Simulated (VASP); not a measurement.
Input of a VASP 6.6.1 run:

The input INCAR:

```
SYSTEM = NaMg6V
  PREC = Accurate
  ENCUT = 520
  EDIFF = 1E-7
  ISMEAR = -1
  SIGMA = 0.05
  LREAL = .FALSE.
  LASPH = .TRUE.
  NELM = 150
  ALGO = Normal
  ISIF = 2
  LWAVE = .FALSE.
  LCHARG = .FALSE.
  ISPIN = 2
  MAGMOM = 2 0 0 0 0 0 0 0
  LORBIT = 11
  LMAXMIX = 4
  GGA = PE
  NBANDS = 30
```

Contents of KPOINTS:

```
regular mesh
0
G
  5 5 5
  0 0 0
```

File POSCAR:

```
NaMg6V
1.0
    5.1510920000      0.0000000000      0.0000000000
    0.0000000000      3.2895525000      5.4126555000
    0.0000000000     -3.2895525000      5.4126555000
V Mg Na
1 6 1
Direct
    0.5000000000      0.8363410000      0.8363410000
    0.0000000000      0.1628880000      0.1628880000
    0.0000000000      0.6711070000      0.6711070000
    0.0000000000      0.6770890000      0.1487470000
    0.0000000000      0.1487470000      0.6770890000
    0.5000000000      0.8323870000      0.3358750000
    0.5000000000      0.3358750000      0.8323870000
    0.5000000000      0.3355700000      0.3355700000
```

Potentials or basis: VASP PAW PBE potentials, release 64 (V_sv, Mg, Na_pv).

Launch:

```console
$ cat potpaw_PBE.64/V_sv/POTCAR potpaw_PBE.64/Mg/POTCAR potpaw_PBE.64/Na_pv/POTCAR > POTCAR
$ mpirun -np 1 vasp_std > vasp.out
```

Problem. What does it give for the site moments?

Solution. V +2.77; Mg -0.00, +0.00, -0.01; Na -0.00 μB.

Problem. Predict the pressure.

Solution. -0.3 GPa.

Problem. What does it give for the largest force?

Solution. 0.070 eV/Å.

Stress tensor (GPa, compression positive):
```
-0.24  0.00  0.00
 0.00 -0.82  0.00
 0.00  0.00  0.05
```
